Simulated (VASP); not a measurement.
# Be2Al5 (P4/mmm) in VASP: reference runs, part 2 of 2

VASP 6.6.1.

**3. Single point, PBE (atoms moved at random, drawn with an rms of 0.05 Å)**

Contents of INCAR:

```
PREC     = Accurate       # precision mode
ENCUT    = 520            # plane-wave cutoff, eV
EDIFF    = 1E-7           # SCF threshold, eV
ISMEAR   = -1             # smearing method
SIGMA    = 0.05           # smearing width, eV
LREAL    = F              # projectors in reciprocal space
LASPH    = T              # aspherical terms in the spheres
NELM     = 100            # most SCF steps
ALGO     = Normal         # electronic algorithm
ISIF     = 2              # what is computed and relaxed
LWAVE    = F              # write WAVECAR
LCHARG   = F              # write CHGCAR
GGA      = PE             # functional
NBANDS   = 18             # bands
```

Contents of KPOINTS:

```
regular mesh
0
Gamma
  4 4 10
```

Contents of POSCAR:

```
Be2Al5
1.0
    6.4105600000      0.0000000000      0.0000000000
    0.0000000000      6.4105600000      0.0000000000
    0.0000000000      0.0000000000      2.6880600000
Be Al
2 5
Direct
    0.5016980000     -0.0062080000     -0.0037800000
    0.0079420000      0.4970810000      0.0007940000
    0.7864680000      0.7841940000      0.4943850000
    0.2121470000      0.2079130000      0.4885950000
    0.2088500000      0.7873410000      0.5163380000
    0.7907700000      0.2069850000      0.4854840000
    0.5064640000      0.4989320000      0.5038630000
```

Potentials or basis: VASP PAW PBE potentials, release 64 (Be, Al).

Command:

```console
$ cat potpaw_PBE.64/Be/POTCAR potpaw_PBE.64/Al/POTCAR > POTCAR
$ mpirun -np 1 vasp_std > vasp.out
```

OUTCAR:

```text
PREC = Accurate
   ENCUT = 520
   EDIFF = 1E-7
   ISMEAR = -1
   LREAL = F
   LASPH = T
   NELM = 100
   ISIF = 2
   GGA = PE

 ion  position               nearest neighbor table
   1  0.502  0.994  0.996-   3 2.63   5 2.63   3 2.64   6 2.65   4 2.66   6 2.68   4 2.68   5 2.69

   2  0.008  0.497  0.001-   5 2.61   4 2.62   5 2.65   4 2.65   6 2.66   3 2.68   3 2.69   6 2.70

   3  0.786  0.784  0.494-   7 2.56   1 2.63   1 2.64   2 2.68   2 2.69   5 2.71   6 2.71
   4  0.212  0.208  0.489-   2 2.62   7 2.65   2 2.65   1 2.66   1 2.68   5 2.70   6 2.70
   5  0.209  0.787  0.516-   2 2.61   1 2.63   2 2.65   7 2.66   1 2.69   4 2.70   3 2.71
   6  0.791  0.207  0.485-   7 2.61   1 2.65   2 2.66   1 2.68   4 2.70   2 2.70   3 2.71
   7  0.506  0.499  0.504-   3 2.56   6 2.61   4 2.65   5 2.66

  LATTYP: Found a simple tetragonal cell.
 ALAT       =     6.4105600000
 C/A-ratio  =     0.4193175011

  Lattice vectors:

 A1 = (   6.4105600000,   0.0000000000,   0.0000000000)
 A2 = (   0.0000000000,   6.4105600000,   0.0000000000)
 A3 = (   0.0000000000,   0.0000000000,   2.6880600000)

Analysis of symmetry for initial positions (statically):
=====================================================================
 Subroutine PRICEL returns:
 Original cell was already a primitive cell.

 Routine SETGRP: Setting up the symmetry group for a
 simple tetragonal supercell.

 Subroutine GETGRP returns: Found  1 space group operations
 (whereof  1 operations were pure point group operations)
 out of a pool of 16 trial point group operations.

The static configuration has the point symmetry C_1 .

Analysis of symmetry for dynamics (positions and initial velocities):
=====================================================================
 Subroutine PRICEL returns:
 Original cell was already a primitive cell.

 Routine SETGRP: Setting up the symmetry group for a
 simple tetragonal supercell.

 Subroutine GETGRP returns: Found  1 space group operations
 (whereof  1 operations were pure point group operations)
 out of a pool of 16 trial point group operations.

The dynamic configuration has the point symmetry C_1 .

 Subroutine INISYM returns: Found  1 space group operations
 (whereof  1 operations are pure point group operations),
 and found     1 'primitive' translations

----------------------------------------------------------------------------------------

                                     Primitive cell

  volume of cell :     110.4666

  direct lattice vectors                    reciprocal lattice vectors
     6.410560000  0.000000000  0.000000000     0.155992612  0.000000000  0.000000000
     0.000000000  6.410560000  0.000000000     0.000000000  0.155992612  0.000000000
     0.000000000  0.000000000  2.688060000     0.000000000  0.000000000  0.372015506

  length of vectors
     6.410560000  6.410560000  2.688060000     0.155992612  0.155992612  0.372015506

  position of ions in fractional coordinates (direct lattice)
     0.501698000  0.993792000  0.996220000
     0.007942000  0.497081000  0.000794000
     0.786468000  0.784194000  0.494385000
     0.212147000  0.207913000  0.488595000
     0.208850000  0.787341000  0.516338000
     0.790770000  0.206985000  0.485484000
     0.506464000  0.498932000  0.503863000

[... 42 lines left out ...]
  0.000000  0.500000  0.000000      1.000000
  0.250000  0.250000  0.000000      2.000000
[... 16 lines left out ...]
 -0.250000  0.500000  0.100000      2.000000
  0.500000 -0.250000  0.100000      2.000000
 [... further k-points ...]
   k-points           NKPTS =     84   k-points in BZ     NKDIM =     84   number of bands    NBANDS=     18
   number of dos      NEDOS =    301   number of ions     NIONS =      7
   total plane-waves  NPLWV =  46080
   dimension x,y,z NGX =    48 NGY =   48 NGZ =   20
   dimension x,y,z NGXF=    96 NGYF=   96 NGZF=   40
   ions per type =               2   5
   NGX,Y,Z   is equivalent  to a cutoff of  12.45, 12.45, 12.37 a.u.
   NGXF,Y,Z  is equivalent  to a cutoff of  24.90, 24.90, 24.74 a.u.
 SYSTEM =  unknown system
   PREC   = accura    normal or accurate (medium, high low for compatibility)
   ISTART =      0    job   : 0-new  1-cont  2-samecut
   ICHARG =      2    charge: 1-file 2-atom 10-const
   ISPIN  =      1    spin polarized calculation?
   LNONCOLLINEAR =      F non collinear calculations
   LSORBIT =      F    spin-orbit coupling
   LASPH  =      T    aspherical Exc in radial PAW
   ENCUT  =  520.0 eV  38.22 Ry    6.18 a.u.  11.92 11.92  5.00*2*pi/ulx,y,z
   NELM   =    100;   NELMIN=  2; NELMDL= -5     # of ELM steps
   EDIFF  = 0.1E-06   stopping-criterion for ELM
   LREAL  =      F    real-space projection
   EDIFFG = 0.1E-05   stopping-criterion for IOM
   NSW    =      0    number of steps for IOM
   IBRION =     -1    ionic relax: 0-MD 1-quasi-New 2-CG
   NFREE  =      0    steps in history (QN), initial steepest desc. (CG)
   ISIF   =      2    stress and relaxation
   ISYM   =      2    0-nonsym 1-usesym 2-fastsym
   POTIM  = 0.5000    time-step for ionic-motion
   TEBEG  =    0.0;   TEEND  =   0.0 temperature during run
   PSTRESS=    0.0 pullay stress
   NELECT =      19.0000    total number of electrons
   NUPDOWN=      -1.0000    fix difference up-down
   EMIN   =  10.00;   EMAX   =-10.00  energy-range for DOS
   EFERMI =   0.00;   METHOD = LEGACY
   ISMEAR =    -1;   SIGMA  =   0.05  broadening in eV -4-tet -1-fermi 0-gaus
   EFERMI_NEDOS =   21; number of points for ismear=-14 and -15
   IALGO  =     38    algorithm
   IMIX   =      4    mixing-type and parameters
     AMIX     =   0.40;   BMIX     =  1.00
     AMIX_MAG =   1.60;   BMIX_MAG =  1.00
  volume/ion in A,a.u.               =      15.78       106.50
  Fermi-wavevector in a.u.,A,eV,Ry     =   0.910435  1.720473 11.277765  0.828892
  Thomas-Fermi vector in A             =   2.034597
   LORBIT       =      0    0 simple, 1 ext, 2 COOP (PROOUT), +10 PAW based schemes
   GGA     = PE    functional components
   LHFCALC =     F    Hartree Fock is set to
   AEXX    =    0.0000 exact exchange contribution
   IVDW    =     0    specifies the selected vdW correction
   LEPSILON=     F    determine dielectric tensor
   LRPA    =     F    only Hartree local field effects (RPA)
 non-spin polarized calculation
  energy-cutoff  :      520.00
  volume of cell :      110.47
 maximum number of plane-waves:      3002
   NGX = 23   NGY = 23   NGZ =  9

 number of electron      19.0000000 magnetization

 Free energy of the ion-electron system (eV)
  ---------------------------------------------------
  ext. energy  EPLUGINS =         0.00000000
  ---------------------------------------------------
  free energy    TOTEN  =       -23.57244672 eV

  energy without entropy =      -23.54617957  energy(sigma->0) =      -23.55931315

 E-fermi :   6.6364     XC(G=0):  -9.8366

 val. band max:        6.6316099981   @ k =   0.2500   0.0000   0.0000
 cond. band min:       6.6566163243   @ k =  -0.2500   0.2500   0.5000
 fundamental gap:      0.0250063262
 Fermi energy:         6.6364266347

 k-point     1 :       0.0000    0.0000    0.0000
  band No.  band energies     occupation
      1      -3.7847      2.00000
      2      -0.7837      2.00000
      3      -0.7455      2.00000
      4      -0.0663      2.00000
      5       0.0814      2.00000
      6       2.6579      2.00000
[... 481 lines left out ...]
      5       2.4347      2.00000
      6       2.5545      2.00000
[... 10 lines left out ...]
     17      13.0904      0.00000
     18      13.4689      0.00000

 [... further k-points ...]

------------------------ aborting loop because EDIFF is reached ----------------------------------------

  FORCE on cell =-STRESS in cart. coord.  units (eV):
  Direction    XX          YY          ZZ          XY          YZ          ZX
  --------------------------------------------------------------------------------------
  -------------------------------------------------------------------------------------
  Total       -0.4755023     -0.4104204      1.3453677      0.2599216      0.0516376     -0.0575591
  in kB       -6.8965571     -5.9526265     19.5128496      3.7698322      0.7489377     -0.8348218
  external PRESSURE =       2.2212220 kB  Pullay stress =       0.0000000 kB

 VOLUME and BASIS-vectors are now :
 -----------------------------------------------------------------------------
  energy-cutoff  :      520.00
  volume of cell :      110.47
      direct lattice vectors                 reciprocal lattice vectors
     6.410560000  0.000000000  0.000000000     0.155992612  0.000000000  0.000000000
     0.000000000  6.410560000  0.000000000     0.000000000  0.155992612  0.000000000
     0.000000000  0.000000000  2.688060000     0.000000000  0.000000000  0.372015506

 POSITION                                       TOTAL-FORCE (eV/Angst)
 -----------------------------------------------------------------------------------
      3.21617      6.37076      2.67790        -0.039189      0.022956     -0.007957
      0.05091      3.18657      0.00213        -0.041872     -0.011676     -0.017002
      5.04170      5.02712      1.32894         0.336454      0.268117     -0.007055
      1.35998      1.33284      1.31337        -0.015303     -0.066639      0.004137
      1.33885      5.04730      1.38795        -0.071624      0.068031     -0.020870
      5.06928      1.32689      1.30501         0.138035     -0.159188     -0.000044
      3.24672      3.19843      1.35441        -0.306502     -0.121601      0.048791
 -----------------------------------------------------------------------------------
    total drift:                               -0.000022      0.000004      0.000003

  FREE ENERGIE OF THE ION-ELECTRON SYSTEM (eV)
  ---------------------------------------------------
  free  energy   TOTEN  =       -23.5724467231 eV

  energy  without entropy=      -23.5461795700  energy(sigma->0) =      -23.55931315
```

Wall time 71 s (1 thread of Intel Xeon 6975P-C (Granite Rapids), shared host); peak memory 0.28 GiB.

What came out:

- Free energy: -23.5724 eV
- Pressure: 0.2 GPa
- Largest force: 0.430 eV/Å
- Band gap on the k mesh: none (metal or under the smearing width)

Forces on the atoms (eV/Å):
```
Be  -0.039  0.023 -0.008
Be  -0.042 -0.012 -0.017
Al   0.336  0.268 -0.007
Al  -0.015 -0.067  0.004
Al  -0.072  0.068 -0.021
Al   0.138 -0.159  0.000
Al  -0.307 -0.122  0.049
```

Stress tensor (GPa, compression positive):
```
-0.69  0.38 -0.08
 0.38 -0.60  0.07
-0.08  0.07  1.95
```

Levels at points of the mesh, in eV from the Fermi level:
```tsv
k point	band 7	band 8	band 9	band 10	band 11	band 12
(0.00, 0.00, 0.00)	-3.96	-3.73	-2.49	2.12	2.15	3.66
(0.50, 0.00, 0.00)	-2.99	-2.47	-0.09	0.64	0.88	0.97
(0.00, 0.50, 0.00)	-3.00	-2.47	-0.11	0.66	0.88	0.97
(0.50, 0.50, 0.00)	-2.06	-2.01	-1.89	-1.45	-1.13	-1.11
(0.00, 0.00, 0.50)	-2.16	-2.14	-1.46	-0.97	0.33	0.52
(0.50, 0.00, 0.50)	-1.78	-1.48	-1.36	-1.29	-0.95	-0.21
(0.00, 0.50, 0.50)	-1.78	-1.49	-1.35	-1.28	-0.94	-0.21
(0.50, 0.50, 0.50)	-3.45	-3.44	1.13	1.39	1.40	1.47
```
